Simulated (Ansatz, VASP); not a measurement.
## Two plane-wave programs on Al2BAs3

```
CELL_PARAMETERS angstrom
3.16905 1.82965 3.01814
-3.16905 1.82965 3.01814
0.00000 -3.65931 3.01814
ATOMIC_POSITIONS crystal
Al 0.86258 0.86258 0.86258
Al 0.13742 0.13742 0.13742
B 0.50000 0.50000 0.50000
As 0.50000 0.00000 0.50000
As 0.50000 0.50000 0.00000
As 0.00000 0.50000 0.50000
```

Change from the starting cell: species swapped into the Ce2Fe3Rh type (R-3m, No. 166).

Alike in both runs: functional PBE; k mesh 6 × 6 × 6; occupations gaussian, width 0.1 eV; no spin polarisation.

Ansatz relaxed the structure, and its values are those at the end. VASP's run is a single point on that final structure, the one shown.

|  | VASP | Ansatz |
| --- | --- | --- |
| version | VASP 6.6.1 | Ansatz 0.2.0 |
| potentials or method | VASP PAW PBE potentials, release 64 (Al, B, As) | scalar-relativistic, plane waves, PAW |
| plane-wave cutoff (eV) | 520 | 420 |
| valence electrons in the cell | 24 | 54 |

Ansatz gave:

```
gap on the k mesh at the Fermi level (eV) : none
pressure (GPa)                            : 0.1
rms of the force components (eV/Å)        : 0.006
```

Problem. What did VASP give for the same quantities?

Solution. gap on the k mesh at the Fermi level (eV): none; pressure (GPa): 0.3; rms of the force components (eV/Å): 0.013.

A gap of «none» marks a metal or a gap that the smearing closes. With one functional, cell and mesh, what is left measures potentials, basis and numerics. The two sets of potentials don't hold the same shells in valence.
